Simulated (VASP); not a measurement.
## CuI: what each functional gives for the gap

Aim: the gap of CuI on one structure at many levels of theory. The starting structure is a measured crystal structure from the Crystallography Open Database. Cell and atoms stay as given. Meshes and data sets differ where the inputs say so.

Method: Kohn-Sham DFT with plane waves and PAW; 9 levels of theory, named at each step, in VASP 6.6.1.

The database entry behind the starting cell differs from later determinations by our own check (about 0.4 % short), so it need not match the best structure at ambient conditions.

## Step 1: Set-up

It takes space group F-43m (No. 216, cubic). The conventional cell has a = 6.032 Å, b = 6.032 Å, c = 6.032 Å, α = 90.00°, β = 90.00°, γ = 90.00°. Nearest to I lie 4 Cu at 2.61 Å. Cu has 4 I at 2.61 Å nearest. Farther neighbours and most contacts between anions are not listed.

Structure file:

```xyz
2
Lattice="0.0000 3.0160 3.0160 3.0160 0.0000 3.0160 3.0160 3.0160 0.0000" Properties=species:S:1:pos:R:3 pbc="T T T"
I     0.0000    0.0000    0.0000
Cu    4.5240    4.5240    4.5240
```

## Step 2: Bands with LDA

LDA, the lowest rung, knows the local density alone.

Input file INCAR:

```
SYSTEM = CuI
PREC = Accurate
ENCUT = 350
EDIFF = 1E-06
NELM = 100
ISMEAR = 0
SIGMA = 0.03
LREAL = .FALSE.
ALGO = Normal
GGA = CA
NBANDS = 21
LASPH = .TRUE.
LORBIT = 11
LWAVE = .FALSE.
LCHARG = .FALSE.
KPAR = 4
```

Input file POSCAR:

```
CuI
1.0
    0.0000000000      3.0160000000      3.0160000000
    3.0160000000      0.0000000000      3.0160000000
    3.0160000000      3.0160000000      0.0000000000
I Cu
1 1
Direct
    0.0000000000      0.0000000000      0.0000000000
    0.7500000000      0.7500000000      0.7500000000
```

Input file KPOINTS:

```
Automatic mesh
0
Gamma
6 6 6
0 0 0
```

Input file KPOINTS_OPT:

```
Line mode
10
Line-mode
Reciprocal
  0.00000000   0.00000000   0.00000000 GAMMA
  0.50000000   0.00000000   0.50000000 X

  0.50000000   0.00000000   0.50000000 X
  0.50000000   0.25000000   0.75000000 W

  0.50000000   0.25000000   0.75000000 W
  0.37500000   0.37500000   0.75000000 K

  0.37500000   0.37500000   0.75000000 K
  0.00000000   0.00000000   0.00000000 GAMMA

  0.00000000   0.00000000   0.00000000 GAMMA
  0.50000000   0.50000000   0.50000000 L

  0.50000000   0.50000000   0.50000000 L
  0.62500000   0.25000000   0.62500000 U

  0.62500000   0.25000000   0.62500000 U
  0.50000000   0.25000000   0.75000000 W

  0.50000000   0.25000000   0.75000000 W
  0.50000000   0.50000000   0.50000000 L

  0.50000000   0.50000000   0.50000000 L
  0.37500000   0.37500000   0.75000000 K

  0.62500000   0.25000000   0.62500000 U
  0.50000000   0.00000000   0.50000000 X
```

Potentials, in the order of the species: I and Cu (LDA family, release 64).

Command:

```console
> mpirun -np 4 vasp_std
```

Output:

```text
[banner, memory and clock lines left out]
running    4 mpi-ranks, on    1 nodes
 distrk:  each k-point on    1 cores,    4 groups
 distr:  one band on    1 cores,    1 groups

 POSCAR found type information on POSCAR I Cu
 POSCAR found :  2 types and       2 ions
 LDA part: xc-table for (Slater(with rela. corr.)+CA(PZ))
 , standard interpolation
 POSCAR, INCAR and KPOINTS ok, starting setup
 FFT: planning ... GRIDC
 FFT: planning ... GRID_SOFT
 FFT: planning ... GRID
 WAVECAR not read
 entering main loop
       N       E                     dE             d eps       ncg     rms          rms(c)
DAV:   1     0.868587944256E+02    0.86859E+02   -0.53321E+03   672   0.648E+02
DAV:   2    -0.391641992272E+00   -0.87250E+02   -0.77012E+02   722   0.173E+02
DAV:   3    -0.702712029045E+01   -0.66355E+01   -0.65241E+01   842   0.520E+01
DAV:   4    -0.720223366925E+01   -0.17511E+00   -0.17492E+00   819   0.744E+00
DAV:   5    -0.721086738810E+01   -0.86337E-02   -0.86328E-02  1000   0.195E+00    0.562E+00
DAV:   6    -0.712327465389E+01    0.87593E-01   -0.22975E+00   792   0.366E+01    0.362E+00
DAV:   7    -0.694786157383E+01    0.17541E+00   -0.58358E-01   777   0.225E+01    0.176E+00
DAV:   8    -0.694409600249E+01    0.37656E-02   -0.28650E-02  1043   0.195E+00    0.403E-01
DAV:   9    -0.694196902054E+01    0.21270E-02   -0.39231E-03   832   0.159E+00    0.227E-01
DAV:  10    -0.694192123427E+01    0.47786E-04   -0.34122E-04  1088   0.155E-01    0.945E-02
DAV:  11    -0.694181708355E+01    0.10415E-03   -0.43944E-04   800   0.574E-01    0.292E-02
DAV:  12    -0.694181651616E+01    0.56740E-06   -0.41892E-05  1030   0.767E-02    0.288E-02
DAV:  13    -0.694181542172E+01    0.10944E-05   -0.22777E-06   965   0.235E-02    0.506E-03
DAV:  14    -0.694181524330E+01    0.17842E-06   -0.58641E-07   481   0.153E-02
   1 F= -.69418152E+01 E0= -.69418152E+01  d E =-.472188E-21
 Start KPOINTS_OPT (optional k-point list driver)
k-point batch [1-16\100]
       N       E                     dE             ncg
DAV:   1     0.171814016994E+04   -0.37797E+04      677
DAV:   2     0.283891996801E+03   -0.14342E+04      707
DAV:   3     0.172444855157E+03   -0.11145E+03      841
DAV:   4     0.169459269767E+03   -0.29856E+01      836
DAV:   5     0.169314412512E+03   -0.14486E+00      976
DAV:   6     0.169311350795E+03   -0.30617E-02      884
DAV:   7     0.169311326139E+03   -0.24656E-04      987
DAV:   8     0.169311325940E+03   -0.19880E-06      665
[...]
k-point batch [97-100\100]
       N       E                     dE             ncg
DAV:   1     0.641806773929E+04   -0.17459E+04      168
DAV:   2     0.605240595154E+04   -0.36566E+03      178
DAV:   3     0.602785325171E+04   -0.24553E+02      227
DAV:   4     0.602725451722E+04   -0.59873E+00      193
DAV:   5     0.602722413183E+04   -0.30385E-01      256
DAV:   6     0.602722340587E+04   -0.72596E-03      214
DAV:   7     0.602722339834E+04   -0.75322E-05      256
DAV:   8     0.602722339830E+04   -0.44589E-07      171
```

Elapsed: 10 s, on 4 MPI ranks of Intel Xeon 6975P-C (Granite Rapids), shared host; peak memory 0.56 GiB.

Lines that name or quote the potential files are left out of all logs, and their timing lines are given in words.

Parts of OUTCAR (step 2):

```text
ion  position               nearest neighbor table
   1  0.000  0.000  0.000-   2 2.61   2 2.61   2 2.61   2 2.61
   2  0.750  0.750  0.750-   1 2.61   1 2.61   1 2.61   1 2.61

  LATTYP: Found a face centered cubic cell.
 ALAT       =     6.0320000000

 Subroutine GETGRP returns: Found 24 space group operations
 (whereof 24 operations were pure point group operations)

The static configuration has the point symmetry T_d .

 Found     16 irreducible k-points:

   k-points           NKPTS =     16   k-points in BZ     NKDIM =     16   number of bands    NBANDS=     21

   dimension x,y,z NGX =    28 NGY =   28 NGZ =   28
   dimension x,y,z NGXF=    56 NGYF=   56 NGZF=   56

   ENCUT  =  350.0 eV  25.72 Ry    5.07 a.u.   6.51  6.51  6.51*2*pi/ulx,y,z

   NELECT =      18.0000    total number of electrons

 k-points in reciprocal lattice and weights: Automatic mesh
   0.00000000  0.00000000  0.00000000       0.005
   0.16666667  0.00000000  0.00000000       0.037
   0.33333333  0.00000000  0.00000000       0.037
   0.50000000  0.00000000  0.00000000       0.019
   0.16666667  0.16666667  0.00000000       0.028
   0.33333333  0.16666667  0.00000000       0.111
   0.50000000  0.16666667  0.00000000       0.111
  -0.33333333  0.16666667  0.00000000       0.111
  -0.16666667  0.16666667  0.00000000       0.056
[...]
-0.33333333  0.33333333  0.16666667       0.111
  -0.33333333  0.50000000  0.16666667       0.056

 average (electrostatic) potential at core
       1 -92.8930       2 -66.7107

 E-fermi :   4.5316

 k-point     1 :       0.0000    0.0000    0.0000
  band No.  band energies     occupation
    ...
      5       2.3578      2.00000
      6       2.3578      2.00000
      7       4.3401      2.00000
      8       4.3401      2.00000
      9       4.3401      2.00000
     10       5.3715      0.00000
     11       9.1858      0.00000
     12       9.1858      0.00000
     13       9.1858      0.00000
     14      12.3396      0.00000
    ...

 k-point     2 :       0.1667    0.0000    0.0000
  band No.  band energies     occupation
    ...
      5       2.3485      2.00000
      6       2.3485      2.00000
      7       3.3979      2.00000
      8       4.1351      2.00000
      9       4.1351      2.00000
     10       6.3424      0.00000
     11       9.1591      0.00000
     12       9.5395      0.00000
     13       9.5395      0.00000
     14      13.1141      0.00000
    ...

 k-point     3 :       0.3333    0.0000    0.0000
  band No.  band energies     occupation
    ...
      5       2.3590      2.00000
      6       2.3590      2.00000
      7       2.6663      2.00000
      8       3.7696      2.00000
      9       3.7696      2.00000
     10       6.5109      0.00000
     11       9.7955      0.00000
     12       9.7955      0.00000
     13      10.6985      0.00000
     14      12.8375      0.00000
    ...

  Total       -1.3027012     -1.3027012     -1.3027012     -0.0000000      0.0000000     -0.0000000
  in kB      -38.0392003    -38.0392003    -38.0392003     -0.0000000      0.0000000     -0.0000000
  external PRESSURE =     -38.0392003 kB  Pullay stress =       0.0000000 kB

  energy-cutoff  :      350.00
  volume of cell :       54.87
      direct lattice vectors                 reciprocal lattice vectors
     0.000000000  3.016000000  3.016000000    -0.165782493  0.165782493  0.165782493
     3.016000000  0.000000000  3.016000000     0.165782493 -0.165782493  0.165782493
     3.016000000  3.016000000  0.000000000     0.165782493  0.165782493 -0.165782493

 POSITION                                       TOTAL-FORCE (eV/Angst)
 -----------------------------------------------------------------------------------
      0.00000      0.00000      0.00000         0.000000      0.000000     -0.000000
      4.52400      4.52400      4.52400        -0.000000     -0.000000      0.000000
 -----------------------------------------------------------------------------------
    total drift:                               -0.000001     -0.000001     -0.000001

  FREE ENERGIE OF THE ION-ELECTRON SYSTEM (eV)
  ---------------------------------------------------
  free  energy   TOTEN  =        -6.9418152433 eV

  energy  without entropy=       -6.9418152433  energy(sigma->0) =       -6.94181524

 total charge
# of ion       s       p       d       tot
------------------------------------------
    1        1.497   2.752   0.054   4.302
    2        0.341   0.275   9.329   9.944
--------------------------------------------------
tot          1.837   3.026   9.383  14.246

[... 3 further parts left out ...]
```

Spin-orbit coupling is off here; with elements this heavy it can split and shift levels by tenths of an eV. At this level the cell is under a tension of 3.8 GPa, so at these settings it is away from equilibrium.

LDA gives a direct gap of 1.031 eV.

## Step 3: Bands with PBE

PBE, the usual starting point, adds the gradient of the density.

INCAR: that of step 2 with these lines changed.

```diff
@@ -9,3 +9,3 @@
 ALGO = Normal
-GGA = CA
+GGA = PE
 NBANDS = 21
```

POSCAR is that of step 2.

KPOINTS is that of step 2.

KPOINTS_OPT is that of step 2.

PAW data sets: I and Cu (PBE family, release 64).

Command:

```console
> mpirun -np 4 vasp_std
```

Output:

```text
[banner, memory and clock lines left out]
running    4 mpi-ranks, on    1 nodes
[...]
LDA part: xc-table for (Slater+PW92), standard interpolation
 POSCAR, INCAR and KPOINTS ok, starting setup
[...]
entering main loop
       N       E                     dE             d eps       ncg     rms          rms(c)
DAV:   1     0.881763759319E+02    0.88176E+02   -0.53499E+03   672   0.643E+02
DAV:   2     0.941535177053E+00   -0.87235E+02   -0.76990E+02   722   0.171E+02
DAV:   3    -0.560974837024E+01   -0.65513E+01   -0.64508E+01   819   0.514E+01
DAV:   4    -0.577566319195E+01   -0.16591E+00   -0.16572E+00   816   0.725E+00
[...]
DAV:  10    -0.555963985072E+01   -0.16951E-03   -0.38859E-04   752   0.964E-02    0.278E-02
DAV:  11    -0.555964445971E+01   -0.46090E-05   -0.78672E-05   913   0.203E-01    0.195E-02
DAV:  12    -0.555964518246E+01   -0.72275E-06   -0.83423E-06  1003   0.347E-02
   1 F= -.55596452E+01 E0= -.55596452E+01  d E =-.117701E-16
 Start KPOINTS_OPT (optional k-point list driver)
k-point batch [1-16\100]
       N       E                     dE             ncg
DAV:   1     0.179455534941E+04   -0.37033E+04      677
DAV:   2     0.361674214612E+03   -0.14329E+04      712
DAV:   3     0.252512623640E+03   -0.10916E+03      831
DAV:   4     0.249710467148E+03   -0.28022E+01      831
DAV:   5     0.249574652169E+03   -0.13581E+00      966
DAV:   6     0.249571578097E+03   -0.30741E-02      877
DAV:   7     0.249571550453E+03   -0.27644E-04      985
DAV:   8     0.249571550192E+03   -0.26125E-06      665
[...]
k-point batch [97-100\100]
       N       E                     dE             ncg
DAV:   1     0.643693373354E+04   -0.17271E+04      168
DAV:   2     0.607181863252E+04   -0.36512E+03      178
DAV:   3     0.604800535997E+04   -0.23813E+02      227
DAV:   4     0.604743998338E+04   -0.56538E+00      193
DAV:   5     0.604741293077E+04   -0.27053E-01      230
DAV:   6     0.604741179916E+04   -0.11316E-02      225
DAV:   7     0.604741179160E+04   -0.75532E-05      241
DAV:   8     0.604741179155E+04   -0.49911E-07      161
```

Run time: 9.8 s. Hardware: 4 MPI ranks; peak memory 0.6 GiB.

OUTCAR, selected parts (step 3):

```text
  Total        0.4236753      0.4236753      0.4236753      0.0000000      0.0000000     -0.0000000
  in kB       12.3714248     12.3714248     12.3714248      0.0000000      0.0000000     -0.0000000
  external PRESSURE =      12.3714248 kB  Pullay stress =       0.0000000 kB

 POSITION                                       TOTAL-FORCE (eV/Angst)
 -----------------------------------------------------------------------------------
      0.00000      0.00000      0.00000         0.000000      0.000000      0.000000
      4.52400      4.52400      4.52400        -0.000000     -0.000000     -0.000000
 -----------------------------------------------------------------------------------
    total drift:                               -0.000004     -0.000004     -0.000004

  FREE ENERGIE OF THE ION-ELECTRON SYSTEM (eV)
  ---------------------------------------------------
  free  energy   TOTEN  =        -5.5596451825 eV

  energy  without entropy=       -5.5596451825  energy(sigma->0) =       -5.55964518

[... 2 parts as in an earlier step ...]

[... 1 further part left out ...]
[key lines of the parts left out:]
E-fermi :   4.7664
```

PBE gives a direct gap of 1.178 eV. The least gap is +0.147 eV from that of LDA.

## Step 4: Bands with r2SCAN

r2SCAN adds the kinetic-energy density, costs more than a GGA and is run with LASPH.

INCAR: that of step 3 with these lines changed.

```diff
@@ -9,5 +9,5 @@
 ALGO = Normal
-GGA = PE
+METAGGA = R2SCAN
+LASPH = .TRUE.
 NBANDS = 21
-LASPH = .TRUE.
 LORBIT = 11
```

POSCAR is that of step 3.

KPOINTS is that of step 3.

KPOINTS_OPT is that of step 3.

Command:

```console
> mpirun -np 4 vasp_std
```

Output:

```text
[banner, memory and clock lines left out]
running    4 mpi-ranks, on    1 nodes
[...]
|                                                                             |
|               ----> ADVICE to this user running VASP <----                  |
|                                                                             |
|     You enforced a specific xc type in the INCAR file but a different       |
|     [... a line on the potential file left out ...]
|     I HOPE YOU KNOW WHAT YOU ARE DOING!                                     |
|                                                                             |

 LDA part: xc-table for (None), standard interpolation
 POSCAR, INCAR and KPOINTS ok, starting setup
[...]
entering main loop
       N       E                     dE             d eps       ncg     rms          rms(c)
DAV:   1     0.572198080129E+02    0.57220E+02   -0.54961E+03   672   0.659E+02
DAV:   2    -0.321970911140E+02   -0.89417E+02   -0.78896E+02   722   0.176E+02
[...]
DAV:  16    -0.357898339612E+02    0.13252E-05   -0.13294E-06   488   0.273E-02    0.957E-04
DAV:  17    -0.357898334868E+02    0.47439E-06   -0.17938E-07   386   0.571E-03
   1 F= -.35789833E+02 E0= -.35789833E+02  d E =-.435533E-18
 Start KPOINTS_OPT (optional k-point list driver)
k-point batch [1-16\100]
       N       E                     dE             ncg
DAV:   1     0.177194112292E+04   -0.37259E+04      677
DAV:   2     0.285793394307E+03   -0.14861E+04      712
DAV:   3     0.171731556843E+03   -0.11406E+03      818
DAV:   4     0.168909394803E+03   -0.28222E+01      828
DAV:   5     0.168777819481E+03   -0.13158E+00      953
DAV:   6     0.168774352824E+03   -0.34667E-02      876
DAV:   7     0.168774306642E+03   -0.46182E-04      982
DAV:   8     0.168774306403E+03   -0.23898E-06      639
[...]
k-point batch [97-100\100]
       N       E                     dE             ncg
DAV:   1     0.643118072653E+04   -0.17328E+04      168
DAV:   2     0.605241506013E+04   -0.37877E+03      178
DAV:   3     0.602756672504E+04   -0.24848E+02      222
DAV:   4     0.602699801575E+04   -0.56871E+00      203
DAV:   5     0.602697176590E+04   -0.26250E-01      246
DAV:   6     0.602697076999E+04   -0.99591E-03      219
DAV:   7     0.602697076581E+04   -0.41785E-05      249
DAV:   8     0.602697076577E+04   -0.42852E-07      163
```

Run time: 34 s. Hardware: 4 MPI ranks; peak memory 0.64 GiB.

OUTCAR, selected parts (step 4):

```text
  Total       -0.0838399     -0.0838399     -0.0838399      0.0000000      0.0000000     -0.0000000
  in kB       -2.4481468     -2.4481468     -2.4481468      0.0000000      0.0000000     -0.0000000
  external PRESSURE =      -2.4481468 kB  Pullay stress =       0.0000000 kB

 POSITION                                       TOTAL-FORCE (eV/Angst)
 -----------------------------------------------------------------------------------
      0.00000      0.00000      0.00000        -0.000000     -0.000000     -0.000000
      4.52400      4.52400      4.52400         0.000000      0.000000      0.000000
 -----------------------------------------------------------------------------------
    total drift:                                0.000002      0.000002      0.000002

  FREE ENERGIE OF THE ION-ELECTRON SYSTEM (eV)
  ---------------------------------------------------
  free  energy   TOTEN  =       -35.7898334868 eV

  energy  without entropy=      -35.7898334868  energy(sigma->0) =      -35.78983349

[... 2 parts as in an earlier step ...]

[... 1 further part left out ...]
[key lines of the parts left out:]
E-fermi :   4.6045
```

r2SCAN gives a direct gap of 1.653 eV. The least gap is +0.622 eV from that of LDA.

(Part 1 of 3 ends here.)

[Lines on the potential files, build, host, timing and source positions are cut from VASP's logs without a mark.]

[Logs are printed without paths, hosts, clocks, repeated set-up lines and the standing remarks that a program may print on its own settings, such as how far it seeks lower states.]

[Hosts, paths, dates, database ids (printed as entryN), source tags and the programs' standing remarks are cut or masked in the printed files.]
